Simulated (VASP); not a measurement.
An input for Quantum ESPRESSO's pw.x (written as the equivalent of a VASP run, and not itself run):

```
&CONTROL
  calculation = 'vc-relax'
  pseudo_dir = './pseudo'
  outdir = './out'
  tprnfor = .true.
  tstress = .true.
  nstep = 40
  forc_conv_thr = 0.00078
/
&SYSTEM
  ibrav = 0
  nat = 4
  ntyp = 2
  ecutwfc = 102
  occupations = 'smearing'
  smearing = 'gaussian'
  degauss = 0.003675
  input_dft = 'pz'
/
&ELECTRONS
  conv_thr = 7.3e-08
  electron_maxstep = 100
/
&IONS
/
&CELL
  press = 100
/
ATOMIC_SPECIES
  Cd 112.414 Cd.upf
  Se 78.971 Se.upf
CELL_PARAMETERS angstrom
     2.0415719   -3.5361059    0.0000000
     2.0415719    3.5361059    0.0000000
    -0.0000000    0.0000000    6.6653832
ATOMIC_POSITIONS crystal
  Cd   0.6666670  0.3333330  0.5002805
  Cd   0.3333330  0.6666670  0.0002805
  Se   0.6666670  0.3333330  0.8757195
  Se   0.3333330  0.6666670  0.3757195
K_POINTS automatic
  6 6 4 0 0 0
```

**Question.** Write the VASP files for the same calculation (LDA).

**Answer.** This is not unique; one that fits is 
### INCAR
```
SYSTEM = CdSe
PREC = Accurate
ENCUT = 500
EDIFF = 1E-6
NELM = 100
ALGO = Normal
LREAL = .FALSE.
LASPH = .TRUE.
ISMEAR = 0
SIGMA = 0.05
LMAXMIX = 4
LWAVE = .FALSE.
LCHARG = .FALSE.
IBRION = 2
ISIF = 3
NSW = 40
EDIFFG = -0.02
PSTRESS = 100
```

POSCAR:
```
CdSe
1
    2.0415718541    -3.5361059199     0.0000000000
    2.0415718541     3.5361059199     0.0000000000
   -0.0000000000     0.0000000000     6.6653831683
Cd Se
2 2
Direct
  0.6666670000   0.3333330000   0.5002804674
  0.3333330000   0.6666670000   0.0002804674
  0.6666670000   0.3333330000   0.8757195326
  0.3333330000   0.6666670000   0.3757195326
```

### KPOINTS
```
Automatic mesh
0
Gamma
6 6 4
0 0 0
```

POTCAR, in this order: Cd Se (LDA.64 set). Program: vasp_std.

What does not carry over: the potentials are each code's own (VASP's PAW set, PseudoDojo norm-conserving files in pw.x), so ENCUT and ecutwfc are chosen apart and not converted; conv_thr bounds pw.x's estimated SCF error, while EDIFF bounds the energy change between steps; forc_conv_thr acts on force components and is met together with etot_conv_thr.

The compound is CdSe in the wurtzite structure. It was relaxed first under an external pressure of 10 GPa.
